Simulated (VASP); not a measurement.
**Cs: single point with LDA**

Crystal: Cs.

```
Cs
1.0
    -2.75008    2.75008    4.09724
     2.75008   -2.75008    4.09724
     2.75008    2.75008   -4.09724
Cs
1
Cartesian
  0.0000 0.0000 0.0000
```

This isn't the form of Cs at room conditions, which is bcc.

```
Program             : VASP 6.6.1
Task                : single point
Functional          : LDA
Potentials or basis : VASP PAW LDA potentials, release 64 (Cs_sv)
Cutoff              : 520 eV
k mesh              : 14 × 14 × 14
Occupations         : gaussian, width 0.15 eV
Spin                : no spin polarisation
```

```yaml
Pressure: -0.4 GPa
Band_gap_on_the_k_mesh: none (metal or under the smearing width)
```

Levels at points of the mesh, in eV from the Fermi level:
```csv
k point,band 3,band 4,band 5,band 6,band 7,band 8
"(0.00, 0.00, 0.00)",-10.61,-10.61,-1.61,2.24,2.41,2.41
"(0.50, 0.00, 0.00)",-10.63,-10.62,-0.04,0.77,2.12,2.34
"(0.50, 0.50, 0.00)",-10.66,-10.65,0.37,1.04,1.45,3.69
"(0.50, 0.50, 0.50)",-10.65,-10.65,0.25,1.12,1.20,3.82
```

Run time: 2.5 min on 1 thread of Intel(R) Xeon(R) 6975P-C (Granite Rapids), on a shared host, peak memory 0.41 GiB.

The run has no spin-orbit coupling, so splittings on Cs are missing.
